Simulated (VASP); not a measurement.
An input for Ansatz (written as the equivalent of a VASP run, and not itself run):

Ansatz 0.2 input:
```yaml
crystal:
  lattice:
    - [2.8712850, 0.0000000, 0.0000000]
    - [0.0000000, 2.8712850, 0.0000000]
    - [0.0000000, 0.0000000, 2.8712850]
  atoms:
    - { symbol: Al, position: [0.5000000, 0.5000000, 0.5000000] }
    - { symbol: Ru, position: [0.0000000, 0.0000000, 0.0000000] }
kpoints:
  mp_grid: { grid: [13, 13, 13] }
hamiltonian:
  xc: pbesol
  pseudopotentials: { kind: paw }
scf:
  occupations: { method: methfessel_paxton, width: 0.1 }
  max_iter: 100
relax:
  max_steps: 40
  f_tol: 0.02
  cell: { p_target: 45 }
output: { forces: true, stress: true, eigenvalues: true }
```

### Question
Translate this input to VASP (INCAR, KPOINTS, POSCAR, choice of POTCAR).

### Answer
One answer among several that fit: 
File POSCAR:
```
RuAl
1
    2.8712849524     0.0000000000     0.0000000000
    0.0000000000     2.8712849524     0.0000000000
    0.0000000000     0.0000000000     2.8712849524
Al Ru
1 1
Direct
  0.5000000000   0.5000000000   0.5000000000
  0.0000000000   0.0000000000   0.0000000000
```

KPOINTS:
```
K-points
0
Gamma
13 13 13
0 0 0
```

INCAR:
```
SYSTEM = RuAl
PREC = Accurate
ENCUT = 500
EDIFF = 1E-6
NELM = 100
ALGO = Normal
LREAL = .FALSE.
LASPH = .TRUE.
ISMEAR = 1
SIGMA = 0.1
GGA = PS
LMAXMIX = 4
LWAVE = .FALSE.
LCHARG = .FALSE.
IBRION = 2
ISIF = 3
NSW = 40
EDIFFG = -0.02
PSTRESS = 450
```

POTCAR, in this order: Al Ru_pv (PBE.64 set). Program: vasp_std.

Limits of the translation: each code has its own PAW files, so the cut-off isn't converted (ENCUT is set for VASP's; basis.ecutwfc is left out, and Ansatz then takes the one that its files recommend); Ansatz stops its SCF on the density residual and VASP on the energy change (EDIFF).

The compound is RuAl in the CsCl type structure. This run relaxes it under an external pressure of 45 GPa. Symmetry was kept, so distortions that lower it aren't found.
